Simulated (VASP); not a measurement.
# Zn2P with PW91 + D4: from relaxation to properties, part 5 of 5

Wanted: the relaxed cell of Zn2P and its properties. The cell is invented: other elements were put on sites of a known structure type. It may not be a known or stable phase.

VASP 6.6.1; PW91 with D4; plane waves and PAW (Zn, P); invented cell.

Still holding for the runs below: This run has no spin polarisation. Its electron count is odd, so without a moment it is a metal by construction. The k-mesh is coarse for a metal.

So far. Step 11 (Volume scan with PW91 + D4 (run 4)): The pressure falls from 1.69 to 0.00 GPa. Step 11 (Volume scan with PW91 + D4 (run 4)): The run ends at a pressure of 0.00 GPa, with forces up to 0.0047 eV/Å.

## (12) Volume scan with PW91 + D4 (run 5)

File INCAR:

```
SYSTEM = Zn2P
PREC = Accurate
ENCUT = 400
EDIFF = 1E-06
NELM = 100
ISMEAR = -1
SIGMA = 0.05
LREAL = .FALSE.
ALGO = Normal
GGA = 91
IVDW = 13
VDW_S6 = 1
VDW_S8 = 0.77283111
VDW_A1 = 0.39581542
VDW_A2 = 4.93405761
NBANDS = 20
LORBIT = 11
LWAVE = .FALSE.
LCHARG = .FALSE.
ISIF = 2
```

File POSCAR:

```
Zn2P
1.0
    3.7986100868      0.0000000000      0.0000000000
   -1.8993050435      3.2896928466      0.0000000000
    0.0000000000      0.0000000000      4.0615681503
Zn P
2 1
Direct
    0.3333333300      0.6666666700      0.2861473493
    0.6666666700      0.3333333300      0.7138526507
    0.0000000000      0.0000000000      0.0000000000
```

File KPOINTS:

```
Automatic mesh
0
Gamma
6 6 5
0 0 0
```

Potentials, in the order of the species: Zn and P (PBE family, release 64).

Started as:

```sh
mpirun -np 1 vasp_std
```

Output:

```text
[... set-up lines as in an earlier step ...]
 entering main loop
       N       E                     dE             d eps       ncg     rms          rms(c)
DAV:   1     0.129802762649E+03    0.12980E+03   -0.12096E+04  1080   0.160E+03
DAV:   2    -0.645777157959E+00   -0.13045E+03   -0.12609E+03  1088   0.297E+02
DAV:   3    -0.792707307200E+01   -0.72813E+01   -0.72127E+01  1248   0.768E+01
DAV:   4    -0.803173873833E+01   -0.10467E+00   -0.10457E+00  1204   0.883E+00
[...]
DAV:  10    -0.736072420608E+01   -0.23092E-04   -0.20032E-04  1224   0.139E-01    0.453E-02
DAV:  11    -0.736073378126E+01   -0.95752E-05   -0.19681E-05  1220   0.453E-02    0.569E-03
DAV:  12    -0.736073400539E+01   -0.22413E-06   -0.55123E-06  1184   0.350E-02
   1 F= -.82080483E+01 E0= -.82045648E+01  d E =-.696693E-02
```

It took 54 s on 1 MPI rank of AMD EPYC 7R43, shared host; peak memory 0.11 GiB.

OUTCAR, selected parts (step 12):

```text
  Edisp (eV):   -0.84731

  Total      -0.48638    -0.48638    -0.46450     0.00000     0.00000     0.00000
  in kB     -15.35378   -15.35378   -14.66307     0.00000     0.00000     0.00000
  external pressure =      -15.12 kB  Pullay stress =        0.00 kB

 POSITION                                       TOTAL-FORCE (eV/Angst)
 -----------------------------------------------------------------------------------
     -0.00000      2.19313      1.16221         0.000000      0.000000     -0.055429
      1.89931      1.09656      2.89936        -0.000000     -0.000000      0.055429
      0.00000      0.00000      0.00000         0.000000      0.000000      0.000000
 -----------------------------------------------------------------------------------
    total drift:                               -0.000000      0.000000      0.000000

  FREE ENERGIE OF THE ION-ELECTRON SYSTEM (eV)
  ---------------------------------------------------
  free  energy   TOTEN  =        -8.2080482865 eV

  energy  without entropy=       -8.2010813554  energy(sigma->0) =       -8.20456482

[... 1 part as in an earlier step ...]

[... 2 further parts left out ...]
[key lines of the parts left out:]
E-fermi :   3.8537
```

The pressure falls from 0.00 to -1.51 GPa.

The run ends at a pressure of -1.51 GPa, with forces up to 0.055 eV/Å.

## (13) Volume scan with PW91 + D4 (run 6)

INCAR is that of step 12.

File POSCAR:

```
Zn2P
1.0
    3.8232770772      0.0000000000      0.0000000000
   -1.9116385387      3.3110550870      0.0000000000
    0.0000000000      0.0000000000      4.0879427085
Zn P
2 1
Direct
    0.3333333300      0.6666666700      0.2861473493
    0.6666666700      0.3333333300      0.7138526507
    0.0000000000      0.0000000000      0.0000000000
```

KPOINTS is that of step 12.

Started as:

```sh
mpirun -np 1 vasp_std
```

Output:

```text
[... set-up lines as in an earlier step ...]
 entering main loop
       N       E                     dE             d eps       ncg     rms          rms(c)
DAV:   1     0.129668608792E+03    0.12967E+03   -0.12023E+04  1080   0.158E+03
DAV:   2    -0.519886922733E+00   -0.13019E+03   -0.12617E+03  1092   0.297E+02
DAV:   3    -0.791857735210E+01   -0.73987E+01   -0.73202E+01  1284   0.768E+01
DAV:   4    -0.802729598898E+01   -0.10872E+00   -0.10863E+00  1204   0.877E+00
[...]
DAV:  10    -0.736510577973E+01   -0.21802E-04   -0.20115E-04  1208   0.138E-01    0.475E-02
DAV:  11    -0.736511608489E+01   -0.10305E-04   -0.21150E-05  1272   0.486E-02    0.621E-03
DAV:  12    -0.736511630599E+01   -0.22110E-06   -0.61526E-06  1184   0.375E-02
   1 F= -.81970423E+01 E0= -.81932083E+01  d E =-.766793E-02
```

The job ended after 40 s (1 MPI rank; peak memory 0.12 GiB).

From OUTCAR (step 13):

```text
  Edisp (eV):   -0.83193

  Total      -0.94973    -0.94973    -0.85924     0.00000    -0.00000     0.00000
  in kB     -29.40373   -29.40373   -26.60226     0.00000    -0.00000     0.00000
  external pressure =      -28.47 kB  Pullay stress =        0.00 kB

 POSITION                                       TOTAL-FORCE (eV/Angst)
 -----------------------------------------------------------------------------------
     -0.00000      2.20737      1.16975        -0.000000      0.000000     -0.111149
      1.91164      1.10369      2.91819         0.000000     -0.000000      0.111149
      0.00000      0.00000      0.00000         0.000000      0.000000      0.000000
 -----------------------------------------------------------------------------------
    total drift:                               -0.000000      0.000000      0.000000

  FREE ENERGIE OF THE ION-ELECTRON SYSTEM (eV)
  ---------------------------------------------------
  free  energy   TOTEN  =        -8.1970422569 eV

  energy  without entropy=       -8.1893743283  energy(sigma->0) =       -8.19320829

[... 1 part as in an earlier step ...]

[... 2 further parts left out ...]
[key lines of the parts left out:]
E-fermi :   3.6820
```

The pressure falls from -1.51 to -2.85 GPa.

The run ends at a pressure of -2.85 GPa, with forces up to 0.11 eV/Å.

## (14) Volume scan with PW91 + D4 (run 7)

A prediction first. A parabola through the 6 pressures of evenly scaled cells so far, P = -0.01 -80.4 t +207 t² GPa with t = ln(V/V₁) and V₁ the volume at scale 1, gives -3.99 GPa at t = +0.0583.

INCAR is that of step 13.

File POSCAR:

```
Zn2P
1.0
    3.8476298171      0.0000000000      0.0000000000
   -1.9238149086      3.3321451785      0.0000000000
    0.0000000000      0.0000000000      4.1139812622
Zn P
2 1
Direct
    0.3333333300      0.6666666700      0.2861473493
    0.6666666700      0.3333333300      0.7138526507
    0.0000000000      0.0000000000      0.0000000000
```

KPOINTS is that of step 13.

Started as:

```sh
mpirun -np 1 vasp_std
```

Output:

```text
[... set-up lines as in an earlier step ...]
 entering main loop
       N       E                     dE             d eps       ncg     rms          rms(c)
DAV:   1     0.130741113200E+03    0.13074E+03   -0.12144E+04  1080   0.157E+03
DAV:   2    -0.373429813900E+00   -0.13111E+03   -0.12711E+03  1084   0.296E+02
DAV:   3    -0.789556350761E+01   -0.75221E+01   -0.73556E+01  1256   0.771E+01
DAV:   4    -0.801549871702E+01   -0.11994E+00   -0.11983E+00  1184   0.914E+00
[...]
DAV:  10    -0.736138892202E+01   -0.21007E-04   -0.20239E-04  1200   0.138E-01    0.488E-02
DAV:  11    -0.736139976118E+01   -0.10839E-04   -0.22402E-05  1260   0.500E-02    0.655E-03
DAV:  12    -0.736139994742E+01   -0.18624E-06   -0.64660E-06  1180   0.385E-02
   1 F= -.81784635E+01 E0= -.81742823E+01  d E =-.836242E-02
```

Elapsed: 51 s, on 1 MPI rank; peak memory 0.12 GiB.

Parts of OUTCAR (step 14):

```text
  Edisp (eV):   -0.81706

  Total      -1.37416    -1.37416    -1.21951     0.00000     0.00000    -0.00000
  in kB     -41.74162   -41.74162   -37.04399     0.00000     0.00000    -0.00000
  external pressure =      -40.18 kB  Pullay stress =        0.00 kB

 POSITION                                       TOTAL-FORCE (eV/Angst)
 -----------------------------------------------------------------------------------
     -0.00000      2.22143      1.17720         0.000000     -0.000000     -0.162660
      1.92381      1.11072      2.93678        -0.000000      0.000000      0.162660
      0.00000      0.00000      0.00000         0.000000      0.000000      0.000000
 -----------------------------------------------------------------------------------
    total drift:                               -0.000000      0.000000      0.000000

  FREE ENERGIE OF THE ION-ELECTRON SYSTEM (eV)
  ---------------------------------------------------
  free  energy   TOTEN  =        -8.1784635389 eV

  energy  without entropy=       -8.1701011229  energy(sigma->0) =       -8.17428233

[... 1 part as in an earlier step ...]

[... 2 further parts left out ...]
[key lines of the parts left out:]
E-fermi :   3.5155
```

The pressure falls from -2.85 to -4.02 GPa. The parabola predicted -3.99 GPa, +0.03 GPa off.

## (15) The series together

Times are for 1 MPI rank of AMD EPYC 7R43, shared host. The series side by side:

```
no.  volume scale  energy above the lowest point (meV/atom)  pressure (GPa)  time  memory (GiB)
  1          0.94                                     19.57           5.760  35 s           0.1
  2          0.96                                      8.94           3.614  33 s          0.11
  3          0.98                                      2.54           1.694  44 s          0.11
  4             1                                         0       -0.003169  48 s          0.12
  5          1.02                                      0.72          -1.512  54 s          0.11
  6          1.04                                      4.51          -2.847  40 s          0.12
  7          1.06                                     10.82          -4.018  51 s          0.12
```

## (16) Fit for PW91 + D4

This step: Birch-Murnaghan fit, PW91 with D4; plane waves and PAW; invented cell (VASP 6.6.1).

Derived from the runs above.

Numbers from this step:

```
pressure derivative of the bulk modulus : 5.204
r.m.s. error of the fit                 : 1.90e-5 eV/atom
minimum inside the sampled range        : yes
bulk modulus                            : 78.65 GPa
equilibrium volume of the fit           : 16.67 Å³/atom
```

The energy above the fitted minimum by volume:

```
volume (Å³/atom)  energy above the fitted minimum (eV/atom)
          15.591                                     0.0197
          15.923                                    0.00906
          16.255                                    0.00267
          16.586                                     1.2e-4
          16.918                                     8.5e-4
          17.250                                    0.00463
          17.582                                     0.0109
```

The fitted volume lies +0.51 % from the relaxed one. At a finite cutoff and mesh the minimum of the energy and the zero of the stress don't quite coincide, and the relaxation stops at a threshold. The atoms bear forces along the scan, since they were held; freeing them would lower the modulus.

## (17) Core-level energies (PW91 + D4)

This step: PW91 with D4; plane waves and PAW (Zn, P); invented cell (VASP 6.6.1).

Core levels shift with the potential at each site, so they tell like atoms on unlike sites apart.

Changes to INCAR since step 14:

```diff
@@ -19,2 +19,2 @@
 LCHARG = .FALSE.
-ISIF = 2
+ICORELEVEL = 1
```

File POSCAR:

```
Zn2P
1.0
    3.7736185074      0.0000000000      0.0000000000
   -1.8868092538      3.2680495039      0.0000000000
    0.0000000000      0.0000000000      4.0348465336
Zn P
2 1
Direct
    0.3333333300      0.6666666700      0.2861473493
    0.6666666700      0.3333333300      0.7138526507
    0.0000000000      0.0000000000      0.0000000000
```

KPOINTS is that of step 14.

Started as:

```sh
mpirun -np 1 vasp_std
```

Output:

```text
[... set-up lines as in an earlier step ...]
 entering main loop
       N       E                     dE             d eps       ncg     rms          rms(c)
[... 12 cycles as in an earlier step ...]
   1 F= -.82099251E+01 E0= -.82067312E+01  d E =-.638778E-02
```

Elapsed: 48 s, on 1 MPI rank; peak memory 0.12 GiB.

From OUTCAR (step 17):

```text
   NELECT =      29.0000    total number of electrons

 the core state eigenenergies are
   1-  1s  -9517.7558  2s  -1151.2778  2p   -996.9330  3s   -122.2360  3p    -76.3949

   2-  1s  -9517.7558  2s  -1151.2778  2p   -996.9330  3s   -122.2360  3p    -76.3949

   3-  1s  -2073.9553  2s   -164.1325  2p   -114.6049

 E-fermi :   4.0307

  DFT-D4 for vdW energy calculation

  Edisp (eV):   -0.86325

[... 19 parts as in an earlier step ...]

[... 2 further parts left out ...]
```

These are scalar-relativistic Kohn-Sham levels of the ground state, with no core hole, so they are not binding energies.

Numbers from this step:

| Item | Value |
| --- | --- |
| free energy (TOTEN) | -8.210 eV |
| energy at zero smearing | -8.207 eV |
| Fermi energy | 4.031 eV |
| pressure | -0.003169 GPa |

Kohn-Sham core levels. Core levels, by row:

```
atom  shell  level below the Fermi level (eV)
 Zn1     1s                              9522
 Zn1     2s                              1155
 Zn1     2p                              1001
 Zn1     3s                             126.3
 Zn1     3p                             80.43
 Zn2     1s                              9522
 Zn2     2s                              1155
 Zn2     2p                              1001
 Zn2     3s                             126.3
 Zn2     3p                             80.43
  P3     1s                              2078
  P3     2s                             168.2
  P3     2p                             118.6
```

Atoms of one element give levels within 0.1 eV of each other.

## (18) Outcome

| Quantity | Value |
| --- | --- |
| relaxed volume | 16.59 Å³/atom |
| relaxed conventional cell a, b, c | 3.774, 3.774, 4.035 Å; angles 90.0, 90.0, 120.0° |
| space group after relaxing, within 0.02 Å | P-3m1 (No. 164) |
| band gap | none, a metal |
| DOS at the Fermi level | 0.896 states/eV/cell |
| largest field gradient Vzz | 46.46 V/Å² on P3 |
| bulk modulus from the fit | 78.7 GPa |
| volume from the fit | 16.7 Å³/atom |
| shallowest level of the frozen cores | Zn1 3p, 80.4 eV deep |

In words: With PW91 + D4, Zn2P relaxes to 16.59 Å³/atom in space group P-3m1 (held by the symmetry of the run), comes out as a metal and has a bulk modulus of 78.7 GPa at fixed shape and positions, an upper bound. Bands along the symmetry lines (PW91 + D4): Of the bands kept, 2 cross the Fermi level on this path. The k-sampling is coarse for a metal, so the Fermi level, pressures and the shape of the cell carry errors. With an odd electron count and no spin the cell is a metal by construction. No search among competing phases was made. All values are for a static lattice at zero temperature.

[Lines on the potential files, build, host, timing and source positions are cut from VASP's logs without a mark.]

[Logs are printed without paths, hosts, clocks, repeated set-up lines and the standing remarks that a program may print on its own settings, such as how far it seeks lower states.]

[Hosts, paths, dates, database ids (printed as entryN), source tags and the programs' standing remarks are cut or masked in the printed files.]

[A measured line is paired with the nearest computed mode of its activity, which favours agreement.]
